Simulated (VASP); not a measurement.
Set up this calculation in VASP 6.6.1, as the native input.

```yaml
Task: single point
Functional: PBE
Dispersion: D3(BJ)
Potentials_or_basis: VASP PAW PBE potentials, release 64 (C, H, N)
Cutoff: 520 eV
k_mesh: 1 × 1 × 1
Occupations: fermi-dirac, width 0.05 eV
Spin: no spin polarisation
Dipole_correction: no
Further_INCAR_settings: LREAL = Auto; ALGO = Normal; EDIFF = 1e-07; NBANDS = 43
```

The structure of H7CN lies in POSCAR:

```
H7CN
1.0
    6.9561890000      0.0000000000      0.0000000000
    0.0000000000      6.9561890000      0.0000000000
    0.0000000000      0.0000000000      6.9561890000
C H N
3 21 3
Direct
    0.3245886505      0.5066423583      0.3569051962
    0.1371728111      0.7683661269      0.9396811961
    0.7115246581      0.7716581594      0.2475637163
    0.4008372975      0.5682278040      0.4809098775
    0.2369688345      0.3896673883      0.4071482244
    0.3987671985      0.4314862635      0.2426041041
    0.2186254571      0.6113404912      0.3061158919
    0.2175472806      0.8101562508      1.0595456794
    0.1572556467      0.6193621249      0.8992998896
    0.1845838289      0.8663220623      0.8242156733
   -0.0175814659      0.7940123536      0.9607415785
    0.7233127220      0.7067519298      0.3881435654
    0.6244511183      0.9025344193      0.2707804518
    0.6589096415      0.6661981151      0.1506859575
    0.8513282201      0.8372975490      0.2015471403
    0.9296900932      0.1607489388      0.6715027438
    0.8904444661      0.2135652151      0.4460775864
    0.7259003457      0.0976971730      0.5730867865
    0.6237610853      0.4338438763      0.8466848730
    0.7118121719      0.6420325842      0.8125569906
    0.5056360602      0.6125480489      0.8829259815
    0.3031832516      0.1284611445      0.6732134506
    0.3683194922      0.0812657620      0.9140062181
    0.3234960982      0.3196002869      0.8123701067
    0.8758100161      0.1033180668      0.5473974327
    0.5937734009      0.5595448887      0.7767040257
    0.3718271600      0.1744633448      0.8006251699
```

The cell was built by a generator and needn't be a form met in nature.

The input as run:

INCAR

```
SYSTEM = H7CN
PREC = Accurate
ENCUT = 520
EDIFF = 1E-7
ISMEAR = -1
SIGMA = 0.05
LREAL = Auto
LASPH = .TRUE.
NELM = 100
ALGO = Normal
ISIF = 2
LWAVE = .FALSE.
LCHARG = .FALSE.
GGA = PE
IVDW = 12
NBANDS = 43
```

KPOINTS

```
Automatic mesh
0
G
  1 1 1
  0 0 0
```

Potentials or basis: VASP PAW PBE potentials, release 64 (C, H, N).

Command:

```bash
$ cat potpaw_PBE.64/C/POTCAR potpaw_PBE.64/H/POTCAR potpaw_PBE.64/N/POTCAR > POTCAR
$ mpirun -np 1 vasp_gam > vasp.out
```

Results of the run:

- Pressure: -0.1 GPa
- Largest force: 2.540 eV/Å
- Band gap on the k mesh: 3.92 eV, direct
- Dispersion energy per atom: -0.027 eV

Wall time 21 s on 1 thread of Intel(R) Xeon(R) 6975P-C (Granite Rapids) (shared host), peak memory 0.34 GiB.
